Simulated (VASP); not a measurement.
Input:

```
CELL_PARAMETERS angstrom
      3.73005    -1.90983    -0.00269
      3.73005     1.90983    -0.00269
      2.75447     0.00000     3.15810
ATOMIC_POSITIONS crystal
  As 0.22709 0.22709 0.22709
  As 0.77291 0.77291 0.77291
```

These are PBE GGA, VASP's PBE PAW potentials (set 64) (plane waves; VASP) values and carry that method's errors. Run with 480 eV cut-off, 10×10×10 Γ-centred mesh, first-order Methfessel-Paxton smearing of 0.10 eV, potentials As.

Energy and stress use the plane-wave basis of the starting cell.

Q: The ions, cell shape and volume at an external pressure of 10.0 GPa are relaxed. Predict the relaxed structure.

A: 
```
CELL_PARAMETERS angstrom
      3.36984    -1.86189    -0.08490
      3.36984     1.86189    -0.08490
      2.41875     0.00000     2.99655
ATOMIC_POSITIONS crystal
  As 0.23433 0.23433 0.23433
  As 0.76567 0.76567 0.76567
```
Space group R-3m (166), at a tolerance of 0.03 Å.

Q: How do energy and volume change from the first to the last step?

A: The energy (σ→0) changes by +83.9 meV/atom and the volume by -14.8 %, in 11 ionic steps.

```
step  E(σ→0) (eV)  max force (eV/Å)  pressure (GPa)  volume (Å³)
----  -----------  ----------------  --------------  -----------
1         -9.3464             0.004            0.01        45.02
2         -8.8386             1.740           22.69        36.48
3         -9.2151             0.794            9.81        40.30
4         -9.2066             0.346            9.94        39.37
5         -9.1574             0.054           10.55        38.26
6         -9.1865             0.126            9.49        38.58
7         -9.2039             0.130            8.64        38.82
8         -9.1873             0.003            9.55        38.51
9         -9.1868             0.000            9.57        38.50
10        -9.1798             0.004            9.93        38.39
11        -9.1786             0.004           10.00        38.37
```

The compound is As in the a7 structure. This run relaxes it under an external pressure of 10 GPa. Symmetry was kept, so distortions that lower it aren't found.
